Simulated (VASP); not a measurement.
A convergence study with VASP on ZnSe (space group F-43m): one setting is varied, all else stays as given below, so the limit is that of these other settings.

```xyz
2
Lattice="0.0000 2.8208 2.8208 2.8208 0.0000 2.8208 2.8208 2.8208 0.0000" Properties=species:S:1:pos:R:3 pbc="T T T"
Zn     0.0000     0.0000     0.0000
Se     1.4104     1.4104     1.4104
```

Calculation: LDA (Ceperley-Alder, Perdew-Zunger), VASP's LDA PAW potentials (set 64) (plane waves; VASP 6.6.1). The tightest run used: 450 eV cut-off, 8×8×8 Γ-centred mesh, Gaussian smearing of 0.010 eV, potentials Zn Se.

### Question
The settings run are ENCUT = 150; ENCUT = 180; ENCUT = 210; ENCUT = 255; ENCUT = 360; ENCUT = 450. From which on does the highest Γ mode stay within 5 cm⁻¹ of the tightest run?

### Answer
From ENCUT = 210 on: it is off by 0.9 there and by no more than 5 in any finer run, while ENCUT = 180 is off by 6.4.
```csv
setting,mean ε∞,highest Γ mode (cm⁻¹),plane waves,difference judged (cm⁻¹)
ENCUT = 150,9.78,204.5,200,1.1
ENCUT = 180,8.23,212.0,262,6.4
ENCUT = 210,8.34,206.5,331,0.9
ENCUT = 255,8.46,205.2,428,0.4
ENCUT = 360,8.46,205.4,725,0.1
ENCUT = 450,8.45,205.6,982,0.0
```

Left out are rungs that failed or repeat a setting and relaxations that didn't move; long series are thinned to 24 rows.

The structure is a typed ZnSe crystal (space group no. 216). The cell was not relaxed at this level.
